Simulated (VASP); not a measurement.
Method: SCAN meta-GGA, VASP's PBE PAW potentials (set 64) (plane waves; VASP 6.6.1). For the first row: Settings: 520 eV cut-off, 10×10×5 Γ-centred mesh, Gaussian smearing of 0.050 eV, potentials B N.

```csv
system,energy (eV/atom)
BN (wurtzite),-9.7520
B atom,-1.2574
N atom,-4.6240
```

Atoms are spin-polarised in a large box without symmetry, with the spin fixed by Hund's rule, and may not be in the lowest state of each functional; no zero-point energy is added.

**Question.** What is the cohesive energy per atom of BN?

**Answer.** The references average (2×(-1.2574) + 2×(-4.6240))/4 = -2.9407 eV, so the cohesive energy is -2.9407 − (-9.7520) = 6.811 eV/atom.
